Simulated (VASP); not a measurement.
Here is the system:

```
CELL_PARAMETERS angstrom
      1.76832    -5.42422     0.00000
      1.76832     5.42422     0.00000
      0.00000     0.00000     2.98783
ATOMIC_POSITIONS crystal
  P  0.58476 0.41524 0.25000
  P  0.41524 0.58476 0.75000
  Pd 0.82516 0.17484 0.25000
  Pd 0.17484 0.82516 0.75000
```

All values below come from PBEsol GGA, VASP's PBE PAW potentials (set 64) (plane waves; VASP). Run with 480 eV cut-off, 8×8×10 Γ-centred mesh, first-order Methfessel-Paxton smearing of 0.10 eV, potentials P Pd.

Each row applies one change to this cell, which was relaxed at other settings and keeps the small stress of the first row; at a fixed cut-off the stress holds a Pulay part, so it need not integrate to ΔE exactly. Stress is in GPa, positive when the cell is compressed.

```tsv
change	ΔE (meV/atom)	σxx	σyy	σzz	largest shear component, with its sign (GPa)	largest force (eV/Å)
none	0.0	0.85	-0.33	0.09	0.00	0.146
uniaxial strain of -4.0 % along x with the ions relaxed	16.5	9.28	6.53	6.38	0.00	0.008
atom 1 (P) moved by -0.100 Å along y	(withheld)	(withheld)	(withheld)	(withheld)	(withheld)	(withheld)
uniaxial strain of -1.5 % along x	3.6	4.43	1.99	2.49	0.00	0.227
atom 1 (P) moved by -0.050 Å along z	0.8	0.88	-0.21	0.15	-0.16	0.189
atom 3 (Pd) moved by -0.150 Å along y	16.5	1.40	1.20	-0.56	0.00	0.864
isotropic strain of -2.0 %	(withheld)	(withheld)	(withheld)	(withheld)	(withheld)	(withheld)
atom 4 (Pd) moved by 0.200 Å along y	29.0	2.07	1.89	-0.42	0.00	1.129
```

### Question
Fill in the missing entries.

### Answer

- atom 1 (P) moved by -0.100 Å along y, ΔE (meV/atom): 8.0
- atom 1 (P) moved by -0.100 Å along y, σxx: 2.22
- atom 1 (P) moved by -0.100 Å along y, σyy: 2.15
- atom 1 (P) moved by -0.100 Å along y, σzz: 0.53
- atom 1 (P) moved by -0.100 Å along y, largest shear component, with its sign (GPa): 0.00
- atom 1 (P) moved by -0.100 Å along y, largest force (eV/Å): 0.383
- isotropic strain of -2.0 %, ΔE (meV/atom): 31.0
- isotropic strain of -2.0 %, σxx: 13.24
- isotropic strain of -2.0 %, σyy: 11.05
- isotropic strain of -2.0 %, σzz: 12.42
- isotropic strain of -2.0 %, largest shear component, with its sign (GPa): 0.00
- isotropic strain of -2.0 %, largest force (eV/Å): 0.381

Failed runs are left out, and for metals the shear rows, which the mesh's noise covers.

The structure was generated: PPd was put into the CrB type (Cmcm), which need not be its known phase.
